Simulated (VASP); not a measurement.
Data:

```xyz
4
Lattice="2.0662 1.1929 6.8078 -2.0662 1.1929 6.8078 0.0000 -2.3858 6.8078" Properties=species:S:1:pos:R:3 pbc="T T T"
Zn     0.0000     0.0000    10.1961
Cd     0.0000     0.0000     0.0379
Se     0.0000     0.0000     2.6638
Se     0.0000     0.0000    12.6313
```

All values below come from PBEsol GGA, VASP's PBE PAW potentials (set 64) (plane waves; VASP). Run with 400 eV cut-off, Gaussian smearing of 0.050 eV, potentials Zn Cd Se.

**Question.** Give the energies of bands 8 to 21 at the high-symmetry points, in eV from the valence-band maximum.

**Answer.** 
```
band      Γ      T     H2      L     S0      F
----  -----  -----  -----  -----  -----  -----
8     -6.59  -6.59  -6.48  -6.49  -6.48  -6.47
9     -6.59  -6.59  -6.38  -6.48  -6.37  -6.46
10    -6.34  -6.56  -6.36  -6.34  -6.37  -6.36
11    -6.31  -6.31  -6.33  -6.29  -6.33  -6.29
12    -6.31  -6.31  -6.13  -6.22  -6.13  -6.20
13    -5.03  -3.15  -4.81  -4.71  -4.80  -5.10
14    -1.00  -2.99  -4.29  -4.14  -4.27  -4.46
15    -1.00  -0.81  -2.98  -2.46  -3.09  -2.20
16    -0.19  -0.81  -2.61  -2.34  -2.56  -2.16
17     0.00  -0.26  -1.70  -1.85  -1.77  -0.96
18     0.00  -0.26  -1.58  -1.27  -1.57  -0.81
19     0.62   1.95   3.64   3.17   3.54   2.19
20     2.38   2.76   3.84   3.95   4.31   2.81
21     5.60   5.23   5.28   4.88   5.04   3.41
```

The gap is direct, 0.62 eV, from the valence maximum at Γ to the conduction minimum at Γ.

The structure comes from a computed database's ZnCdSe2 entry (R3m); how it stands against other phases isn't given here. It was relaxed first, which changed the volume by -6 %.
